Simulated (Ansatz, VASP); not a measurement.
**MgS: VASP beside Ansatz**

One calculation is typed for both programs; each brings its own data sets. How far apart do they land? The cell is taken from a series of runs on this material, whose earlier steps may have relaxed, scaled, displaced or heated it; both programs get it as it stands.

Program: Ansatz 0.2.0. Level of theory: plane waves, with VASP 6.6.1 beside it; relaxation of cell and atoms at PBEsol. Results are calculated unless marked as measured.

## Step 1: Set-up

Symmetry: F-43m, No. 216, cubic system. Conventional cell: a = 5.652 Å, b = 5.652 Å, c = 5.652 Å, α = 90.00°, β = 90.00°, γ = 90.00°. Nearest to Mg lie 4 S at 2.45 Å. Nearest to S lie 4 Mg at 2.45 Å. Farther neighbours and most contacts between anions are not listed.

## Step 2: VASP: relaxation of cell and atoms, PBEsol, pair 1

The relaxed volume is the usual yardstick between codes: in a stiff, nearly cubic crystal its relative difference is about their pressure difference at one cell divided by the bulk modulus.

Lines of VASP's logs that name or quote its potential files are left out, and so is its time.

INCAR

```
SYSTEM = MgS
PREC = Accurate
ENCUT = 600
EDIFF = 1E-07
NELM = 120
ISMEAR = 0
SIGMA = 0.01
LREAL = .FALSE.
ALGO = Normal
GGA = PS
NBANDS = 10
LORBIT = 11
LWAVE = .FALSE.
LCHARG = .FALSE.
ISIF = 3
IBRION = 2
NSW = 80
EDIFFG = -0.005
LASPH = .TRUE.
GGA_COMPAT = .FALSE.
NELMIN = 4
EFERMI = MIDGAP
```

POSCAR

```
MgS
1.0
    0.0000000000      2.8259570000      2.8259570000
    2.8259570000      0.0000000000      2.8259570000
    2.8259570000      2.8259570000      0.0000000000
Mg S
1 1
Direct
    0.0000000000      0.0000000000      0.0000000000
    0.7500000000      0.7500000000      0.7500000000
```

KPOINTS

```
Automatic mesh
0
Gamma
8 8 8
0 0 0
```

PAW data sets: Mg and S (PBE family, release 64).

Command:

```bash
mpirun -np 1 vasp_std
```

Numbers of over 12 decimals in the logs are rounded to 6 here.

The log of the run:

```text
[banner, memory and clock lines left out]
running    1 mpi-ranks, on    1 nodes
 distrk:  each k-point on    1 cores,    1 groups
 distr:  one band on    1 cores,    1 groups

 POSCAR found type information on POSCAR MgS
 POSCAR found :  2 types and       2 ions
|                                                                             |
|               ----> ADVICE to this user running VASP <----                  |
|                                                                             |
|     You enforced a specific xc type in the INCAR file but a different       |
|     [... a line on the potential file left out ...]
|     I HOPE YOU KNOW WHAT YOU ARE DOING!                                     |
|                                                                             |

 LDA part: xc-table for (Slater+PW92), standard interpolation
 POSCAR, INCAR and KPOINTS ok, starting setup
 FFT: planning ... GRIDC
 FFT: planning ... GRID_SOFT
 FFT: planning ... GRID
 WAVECAR not read
 entering main loop
       N       E                     dE             d eps       ncg     rms          rms(c)
DAV:   1     0.278367486331E+02    0.27837E+02   -0.35680E+03   580   0.703E+02
DAV:   2    -0.728249933149E+01   -0.35119E+02   -0.33453E+02   750   0.108E+02
DAV:   3    -0.938582941337E+01   -0.21033E+01   -0.21004E+01   716   0.304E+01
DAV:   4    -0.940140348107E+01   -0.15574E-01   -0.15573E-01   722   0.312E+00
DAV:   5    -0.940157381707E+01   -0.17034E-03   -0.17033E-03   694   0.316E-01    0.374E+00
DAV:   6    -0.895631419248E+01    0.44526E+00   -0.11407E+00   636   0.422E+00    0.274E+00
DAV:   7    -0.891685191267E+01    0.39462E-01   -0.23397E-01   670   0.207E+00    0.205E+00
DAV:   8    -0.891866028433E+01   -0.18084E-02   -0.14833E-02   628   0.810E-01    0.105E+00
DAV:   9    -0.891797795739E+01    0.68233E-03   -0.17387E-03   646   0.229E-01    0.364E-01
DAV:  10    -0.891805247139E+01   -0.74514E-04   -0.26082E-04   634   0.831E-02    0.297E-02
DAV:  11    -0.891806468280E+01   -0.12211E-04   -0.12106E-05   680   0.198E-02    0.515E-02
DAV:  12    -0.891806408080E+01    0.60200E-06   -0.15481E-06   666   0.592E-03    0.516E-03
DAV:  13    -0.891806399045E+01    0.90350E-07   -0.14685E-07   510   0.192E-03
   1 F= -.89180640E+01 E0= -.89180640E+01  d E =-.891806E+01
 curvature:   0.00 expect dE= 0.000E+00 dE for cont linesearch  0.000E+00
 trial: gam= 0.00000 g(F)=  0.545E-51 g(S)=  0.272E-04 ort = 0.000E+00 (trialstep = 0.100E+01)
 search vector abs. value=  0.272E-04
 bond charge predicted
       N       E                     dE             d eps       ncg     rms          rms(c)
DAV:   1    -0.891813678492E+01   -0.72704E-04   -0.11467E-03   598   0.179E-01    0.552E-02
DAV:   2    -0.891808050263E+01    0.56282E-04   -0.16036E-04   602   0.547E-02    0.182E-02
DAV:   3    -0.891807584399E+01    0.46586E-05   -0.31007E-05   656   0.262E-02    0.138E-02
DAV:   4    -0.891807592103E+01   -0.77041E-07   -0.23231E-07   616   0.342E-03
   2 F= -.89180759E+01 E0= -.89180759E+01  d E =-.119306E-04
 trial-energy change:   -0.000012  1 .order   -0.000012   -0.000027    0.000004
 step:   0.8690(harm=  0.8690)  dis= 0.00000  next Energy=    -8.918076 (dE=-0.118E-04)
 reached required accuracy - stopping structural energy minimisation
```

OUTCAR, selected parts (step 2):

```text
ion  position               nearest neighbor table
   1  0.000  0.000  0.000-   2 2.45   2 2.45   2 2.45   2 2.45
   2  0.750  0.750  0.750-   1 2.45   1 2.45   1 2.45   1 2.45

  LATTYP: Found a face centered cubic cell.
 ALAT       =     5.6519140000

 Subroutine GETGRP returns: Found 24 space group operations
 (whereof 24 operations were pure point group operations)

The static configuration has the point symmetry T_d .

 Found     29 irreducible k-points:

   k-points           NKPTS =     29   k-points in BZ     NKDIM =     29   number of bands    NBANDS=     10

   dimension x,y,z NGX =    32 NGY =   32 NGZ =   32
   dimension x,y,z NGXF=    64 NGYF=   64 NGZF=   64

   ENCUT  =  600.0 eV  44.10 Ry    6.64 a.u.   7.98  7.98  7.98*2*pi/ulx,y,z

   NELECT =       8.0000    total number of electrons

 k-points in reciprocal lattice and weights: Automatic mesh
   0.00000000  0.00000000  0.00000000       0.002
   0.12500000  0.00000000  0.00000000       0.016
   0.25000000  0.00000000  0.00000000       0.016
   0.37500000  0.00000000  0.00000000       0.016
   0.50000000  0.00000000  0.00000000       0.008
   0.12500000  0.12500000  0.00000000       0.012
   0.25000000  0.12500000  0.00000000       0.047
   0.37500000  0.12500000  0.00000000       0.047
   0.50000000  0.12500000  0.00000000       0.047
[...]
-0.37500000  0.50000000  0.12500000       0.023
  -0.25000000  0.50000000  0.25000000       0.012

 average (electrostatic) potential at core
       1 -38.2220       2 -88.1462

 E-fermi :   2.7071

 k-point     1 :       0.0000    0.0000    0.0000
  band No.  band energies     occupation
      1     -10.2486      2.00000
      2       1.0426      2.00000
      3       1.0426      2.00000
      4       1.0426      2.00000
      5       4.3716      0.00000
      6       8.9326      0.00000
      7       8.9326      0.00000
      8       8.9326      0.00000
      9      11.8404      0.00000
    ...

 k-point     2 :       0.1250    0.0000    0.0000
  band No.  band energies     occupation
      1     -10.1588      2.00000
      2       0.3377      2.00000
      3       0.9883      2.00000
      4       0.9883      2.00000
      5       5.0485      0.00000
      6       8.7385      0.00000
      7       9.1117      0.00000
      8       9.1117      0.00000
      9      11.3583      0.00000
    ...

 k-point     3 :       0.2500    0.0000    0.0000
  band No.  band energies     occupation
      1      -9.9256      2.00000
      2      -0.8605      2.00000
      3       0.8657      2.00000
      4       0.8657      2.00000
      5       5.9115      0.00000
      6       8.7574      0.00000
      7       9.1382      0.00000
      8       9.1382      0.00000
      9      11.4095      0.00000
    ...

  Total        0.0029233      0.0029233      0.0029233     -0.0000000      0.0000000      0.0000000
  in kB        0.1039106      0.1039106      0.1039106     -0.0000000      0.0000000      0.0000000
  external PRESSURE =       0.1039106 kB  Pullay stress =       0.0000000 kB

  energy-cutoff  :      600.00
  volume of cell :       45.07
      direct lattice vectors                 reciprocal lattice vectors
    -0.000000000  2.824635538  2.824635538    -0.177013988  0.177013988  0.177013988
     2.824635538  0.000000000  2.824635538     0.177013988 -0.177013988  0.177013988
     2.824635538  2.824635538  0.000000000     0.177013988  0.177013988 -0.177013988

 POSITION                                       TOTAL-FORCE (eV/Angst)
 -----------------------------------------------------------------------------------
      5.64927      2.82464      2.82464         0.000000      0.000000     -0.000000
      4.23695      4.23695      4.23695        -0.000000     -0.000000      0.000000
 -----------------------------------------------------------------------------------
    total drift:                                0.000000      0.000000      0.000000

  FREE ENERGIE OF THE ION-ELECTRON SYSTEM (eV)
  ---------------------------------------------------
  free  energy   TOTEN  =        -8.9180759210 eV

  energy  without entropy=       -8.9180759210  energy(sigma->0) =       -8.91807592

 reached required accuracy - stopping structural energy minimisation

 total charge
# of ion       s       p       d       tot
------------------------------------------
    1        0.165   0.147   0.039   0.352
    2        1.305   2.485   0.000   3.790
--------------------------------------------------
tot          1.470   2.633   0.039   4.142

[... 3 further parts left out ...]
```

CONTCAR:

```
MgS
   1.00000000000000
    -0.0000000000000000    2.8246355380664845    2.8246355380664845
     2.8246355380664845    0.0000000000000000    2.8246355380664845
     2.8246355380664845    2.8246355380664845    0.0000000000000000
  Mg              S
     1     1
Direct
     0.0000000000000000    1.0000000000000000    1.0000000000000000
     0.7500000000000000    0.7500000000000000    0.7500000000000000
```

The run keeps the 24 symmetry operations of its start, so it cannot find a distortion of lower symmetry.

## Step 3: Ansatz: relaxation of cell and atoms, PBEsol, pair 1

Ansatz runs on its default PAW (the set named soft_2) files.

The same cell, functional and mesh now go to Ansatz, which takes its cutoff from its data sets.

input.yaml

```yaml
crystal:
  lattice:
    - [0.0, 2.8259567798, 2.8259567798]
    - [2.8259567798, 0.0, 2.8259567798]
    - [2.8259567798, 2.8259567798, 0.0]
  atoms:
    - { symbol: Mg, position: [0.0, 0.0, 0.0] }
    - { symbol: S, position: [0.75, 0.75, 0.75] }
kpoints:
  mp_grid: { grid: [8, 8, 8] }
hamiltonian:
  xc: pbesol
scf:
  occupations: { method: fixed }
output:
  forces: true
  stress: true
  eigenvalues: true
  write_density: true
  write_potential: true
  elf: true
  volumetric_format: npy
relax:
  adjacent_minimum: "off"
  f_tol: 0.001
  max_steps: 60
  cell: { stress_tol: 0.01 }
```

Command:

```bash
ansatz run input.yaml --threads 4 --pin off --max-ram 7168MiB --backend cpu --events-out ev --progress --plain --runs-dir out
```

The log of the run:

```text
Engine: ansatz 0.2.0, x86_64-unknown-linux-gnu
Pseudopotentials: kind: paw
Pseudopotential: Mg, paw, valence charge 10, recommended cutoff 420 eV (normal), Mg.paw.azcp
Pseudopotential: S, paw, valence charge 6, recommended cutoff 420 eV (normal), S.paw.azcp
Functional definition: PBEsol
  exchange = pbesol_x
  correlation = pbesol_c
Crystal: 2 atoms, lattice volume = 45.136 Å³
Basis set: ecut = 420 eV, 893 PW (Γ), exchange–correlation on 54×54×54 points (8 copies of the dense FFT grid, shifted against one another)
Bands: 12, of which v1, the nominal top of the filled ones, is band 8 counted from 1 (7 counted from 0)
Symmetry: 24 space group operations
Space group: F-43m (ITA 216), of the structure as read, at distance tolerance 3.6e-5 Å
k-points: 29 of 512 (time reversal used)
Non-local potential: Mg, projectors of the file, l = 0: 3, l = 1: 2, l = 2: 1
Non-local potential: S, projectors of the file, l = 0: 2, l = 1: 2, l = 2: 2
PAW form: soft (Blöchl's): semilocal exchange-correlation on the pseudo side does not see the compensation charge
PAW frozen core: Mg, regenerated for the run's functional, and the local potential with it (the file was generated under x = pbe(κ = 0.804, μ = 0.219515), c = pbe(β = 0.066725))
PAW frozen core: S, regenerated for the run's functional, and the local potential with it (the file was generated under x = pbe(κ = 0.804, μ = 0.219515), c = pbe(β = 0.066725))
PAW one-centre angular grid: Mg, 110 points (default); XC on 64 Gauss nodes
PAW one-centre angular grid: S, 110 points (default); XC on 64 Gauss nodes
Initial density: superposition of atomic densities (neutral atoms: chi_scale 0, normalization atom), corrected by the library's trained network
Initial wavefunctions: pseudopotential atomic-orbital guess
Functional: x = pbesol(κ = 0.804, μ = 0.123457), c = pbesol(β = 0.046)
SCF iter   1: F=—  HF=-2799.765125 eV  |F-HF|=—  |Δ(HF+E_count)|=         —  Δρ=3.18e-3  dr2=7.44e-3  ethr=1.77e-3  ⟨swp⟩=5.2  Hψ=1890  notcnv=0  defer=53
preconditioner: auto → none  [insulator: Δε(μ)=3.275 eV  Ē_g=11.024 eV  n_scr=14 (ndim 8)  ℏωp=15.6 eV  f_vac=0.016  ε∞_Penn≈3.0]
SCF iter   2: F=—  HF=-2799.761969 eV  |F-HF|=—  |Δ(HF+E_count)|=   3.16e-3  Δρ=9.32e-4  dr2=2.40e-4  ethr=4.65e-5  ⟨swp⟩=2.1  Hψ=747  notcnv=0  defer=54
SCF iter   3: F=—  HF=-2799.761972 eV  |F-HF|=—  |Δ(HF+E_count)|=   2.76e-6  Δρ=3.30e-4  dr2=3.43e-5  ethr=1.50e-6  ⟨swp⟩=2.0  Hψ=604  notcnv=0  defer=54
SCF iter   4: F=—  HF=-2799.761991 eV  |F-HF|=—  |Δ(HF+E_count)|=   1.90e-5  Δρ=5.77e-5  dr2=8.32e-7  ethr=2.14e-7  ⟨swp⟩=2.0  Hψ=424  notcnv=0  defer=30
iter 5 did not close the SCF: its close was put off for the readings that it lacked (scf_convergence_deferred on its scf_iter line)
SCF iter   5: F=-2799.761992 eV  HF=-2799.761992 eV  |F-HF|=8.28e-9  |Δ(HF+E_count)|=   8.37e-7  Δρ=4.97e-6  dr2=8.26e-9  ethr=5.20e-9  ⟨swp⟩=2.0  Hψ=432  notcnv=0  defer=34
SCF iter   6: F=-2799.761992 eV  HF=-2799.761992 eV  |F-HF|=1.06e-10  |Δ(HF+E_count)|=   1.14e-8  Δρ=1.13e-6  dr2=5.31e-10  ethr=5.16e-11  ⟨swp⟩=7.3  Hψ=2397  notcnv=0
SCF 1 converged in 6 iterations: F = -2799.761992 eV  dr2 = 5.31e-10
  greatest PAW one-centre occupation: 1.000 electrons in one spin orbital (limit 2), on the Mg atom at site 0 (counted from 0), in its partial waves of l = 0
relax step   1: F+E_penalty+E_count = -2799.76199157 eV  Δ(F+E_penalty+E_count) = +0.000e0 eV  max|allowed force component| = 1.295e-16 eV/Å  Δτ_max = 0.0000 Å  P = -0.003 GPa  Ω = 45.136 Å³  (6 SCF iters, dr2 threshold 1.00e-7 eV, accepted)
Initial density: handed on by an earlier stage of this run
Initial wavefunctions: pseudopotential atomic-orbital guess (no wavefunctions were taken with the density)
iter 1 solved again at ethr=5.21e-6 eV; its pass at ethr=3.10e-3 eV (dr2=8.34e-4 eV) is discarded
SCF iter   1: F=—  HF=-2799.761987 eV  |F-HF|=—  |Δ(HF+E_count)|=         —  Δρ=3.23e-6  dr2=2.33e-9  ethr=5.21e-6  ⟨swp⟩=2.6  Hψ=2694  notcnv=0  defer=53
eigensolver tolerance schedule: the retry pair's looser diagonalisation over-reported the residual by 357273.74 of it (diagonalisation noise at an unbounded share of the residual, at the tolerance the schedule requests for it); recorded, not acted on — ethr = c·dr2/N_el stays at c = 1.0e-1
preconditioner: auto → none  [insulator: Δε(μ)=3.319 eV  Ē_g=11.062 eV  n_scr=14 (ndim 8)  ℏωp=15.6 eV  f_vac=0.015  ε∞_Penn≈3.0]
SCF iter   2: F=—  HF=-2799.761992 eV  |F-HF|=—  |Δ(HF+E_count)|=   4.29e-6  Δρ=2.09e-6  dr2=7.79e-10  ethr=1.46e-11  ⟨swp⟩=3.7  Hψ=861  notcnv=0  defer=49
SCF iter   3: F=—  HF=-2799.761992 eV  |F-HF|=—  |Δ(HF+E_count)|=  3.00e-11  Δρ=1.37e-6  dr2=3.18e-10  ethr=4.87e-12  ⟨swp⟩=1.0  Hψ=348  notcnv=0  defer=49
SCF iter   4: F=—  HF=-2799.761992 eV  |F-HF|=—  |Δ(HF+E_count)|=  1.28e-10  Δρ=1.49e-7  dr2=1.39e-11  ethr=1.99e-12  ⟨swp⟩=2.7  Hψ=592  notcnv=0  defer=49
SCF iter   5: F=—  HF=-2799.761992 eV  |F-HF|=—  |Δ(HF+E_count)|=  2.73e-12  Δρ=4.87e-8  dr2=1.06e-12  ethr=8.66e-14 (applied; sched 1.00e-12)  ⟨swp⟩=2.0  Hψ=462  notcnv=0  defer=49
SCF iter   6: F=—  HF=-2799.761992 eV  |F-HF|=—  |Δ(HF+E_count)|=  1.36e-12  Δρ=7.13e-8  dr2=9.07e-13  ethr=1.00e-12  ⟨swp⟩=7.3  Hψ=1737  notcnv=0
SCF iter   7: F=-2799.761992 eV  HF=-2799.761992 eV  |F-HF|=0.00e0  |Δ(HF+E_count)|=  4.55e-13  Δρ=3.90e-8  dr2=2.54e-13  ethr=1.00e-12  ⟨swp⟩=4.0  Hψ=1044  notcnv=0
SCF 2 converged in 7 iterations: F = -2799.761992 eV  dr2 = 2.54e-13
relax step   2: F+E_penalty+E_count = -2799.76199158 eV  Δ(F+E_penalty+E_count) = -1.914e-10 eV  max|allowed force component| = 1.249e-16 eV/Å  Δτ_max = 0.0000 Å  P = -0.003 GPa  Ω = 45.136 Å³  stress off target by 2.54e-3 GPa  SCF on the basis re-selected at this cell (its energy is not comparable with the rows above)  (7 SCF iters)
basis re-selected at this cell: Δ(F+E_penalty+E_count) = -1.914e-10 eV, ΔP = +0.000 GPa vs the last step (what re-selecting the basis moved, of the pressure what is left beyond the Pulay correction that the steps carried, after the strain that the cell walked since its last selection, with what the two solves' SCF thresholds leave and, on support functions, any second-order correction that the steps lacked; it is no  [...]
SCF converged after 7 iterations
Free energy (F): -2799.761992 eV
Harris-Foulkes:  -2799.761992 eV  (|F-HF|=0.00e0)
Internal energy: -2799.761992 eV  (E = F + TS)
E sigma→0 (E₀):  -2799.761992 eV
Fermi energy:    3.110177 eV
--- Per-component energies (eV) ---
  E_band       = -368.473359
  E_kinetic    = 183.767774
  E_local      = -1880.971174  (includes V_loc(G=0)·N_el)
  E_nonlocal   = 124.447878
  E_hartree    = 680.702226
  E_xc         = -125.555175
  E_vxc        = -125.556147  (∫ρ·V_xc dr)
  E_paw        = -865.373888  (= ΣΔE_a)
  E_vpaw       = -31.566149  (= ΣTr[D̂ρ^β])
  E_aug_tail   = -0.000003  (compensation charges beyond the density's cutoff)
  E_ewald      = -916.900441
  E_core_change = 0.120812  (= ΣΔE_core)
  E_smearing   = -0.000000  (= −TS)
  E_closure    = -0.000000  (closes the sum)
  Σ components = -2799.761992   (vs F -2799.761992, Δ=0.00e0)
--- Forces (eV/Å), atoms counted from 1 ---
  atom   1  Mg    -0.00000000     0.00000000    -0.00000000
  atom   2  S      0.00000000    -0.00000000    -0.00000000
  max |Σ_I F_I| component: 1.94e-16 eV/Å
--- Stress (GPa, compression-positive) ---
       -0.002541      -0.000000       0.000000
        0.000000      -0.002541       0.000000
       -0.000000       0.000000      -0.002541
  P = ⅓ Tr σ = -0.0025 GPa (-0.025 kbar)
--- Band table (eV; the first three rows and the last of 29) ---
  k-point 0: bands = [... 4 lower, -8.1769, 3.1102, 3.1102, 3.1102, 6.4295, 10.9638, 10.9638, 10.9638]
  k-point 1: bands = [... 4 lower, -8.0867, 2.4069, 3.0561, 3.0561, 7.1057, 10.7728, 11.1422, 11.1422]
  k-point 2: bands = [... 4 lower, -7.8528, 1.2121, 2.9342, 2.9342, 7.9671, 10.7980, 11.1718, 11.1718]
  k-point 28: bands = [... 4 lower, -7.2349, 0.7802, 1.2291, 1.7473, 8.4923, 10.9974, 11.1575, 11.5361]
--- Relaxed structure (1 steps of the walk, 1 accepted, 1 SCFs on fresh bases) ---
  F+E_penalty+E_count = -2799.76199158 eV   max|allowed force component| = 1.249e-16 eV/Å   (the final SCF, on the basis selected at the relaxed cell)
  cell:  # Å, volume = 45.1364 Å³
    - [0.0, 2.8259567798, 2.8259567798]
    - [2.8259567798, 0.0, 2.8259567798]
    - [2.8259567798, 2.8259567798, 0.0]
  atoms:
    - { symbol: Mg, position: [0.0, 0.0, 0.0] }
    - { symbol: S, position: [0.75, 0.75, 0.75] }
```

## Step 4: Side by side

Known differences besides the potentials themselves: fixed occupations in Ansatz, narrow Gaussian smearing in VASP; the data sets hold 16 valence electrons in Ansatz (on its default PAW (the set named soft_2) files) and 8 in VASP; the cutoff is 420 eV in Ansatz and 600 eV in VASP; Ansatz makes its cores anew for this functional, VASP keeps those of its PBE data sets; Ansatz adds a Pulay correction to the stress that steers its cell, VASP none. Total energies have different zeros and are not compared.

Both answers:

```
                                         quantity  Ansatz   VASP  difference
                                      volume (Å³)   45.14  45.07     +0.14 %
edge a after relaxation, in the typed setting (Å)   3.997  3.995     +0.05 %
```

[end of part 1 of 2]

[Lines on the potential files, build, host, timing and source positions are cut from VASP's logs without a mark.]

[Logs are printed without paths, hosts, clocks, repeated set-up lines and the standing remarks that a program may print on its own settings, such as how far it seeks lower states.]

[Hosts, paths, dates, database ids (printed as entryN), source tags and the programs' standing remarks are cut or masked in the printed files.]
